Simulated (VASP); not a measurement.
```yaml
crystal:
  lattice:
    - [0.00000, 3.00027, 3.00027]
    - [3.00027, 0.00000, 3.00027]
    - [3.00027, 3.00027, 0.00000]
  atoms:
    - { symbol: Hg, position: [0.00000, 0.00000, 0.00000] }
    - { symbol: S, position: [0.25000, 0.25000, 0.25000] }
```

All values below come from PBE GGA, VASP's PBE PAW potentials (set 64) (plane waves; VASP). Settings: 520 eV cut-off, 12×12×12 Γ-centred mesh, tetrahedra with Blöchl corrections, potentials Hg S.

Task: The job: HgS (zinc blende), 2 atoms, PBE, static run, 520 eV, 12×12×12 Γ-centred mesh. Roughly how much core time does it take on a busy server core?

Result: About 40 core-seconds (one run on a shared machine, a rough figure). It had 72 irreducible k-points, 13 bands, up to 1475 plane waves and 12 electronic steps.

The compound is HgS in the zinc blende structure, metacinnabar; cinnabar is the stable form. It was relaxed first, which changed the volume by +8 %.
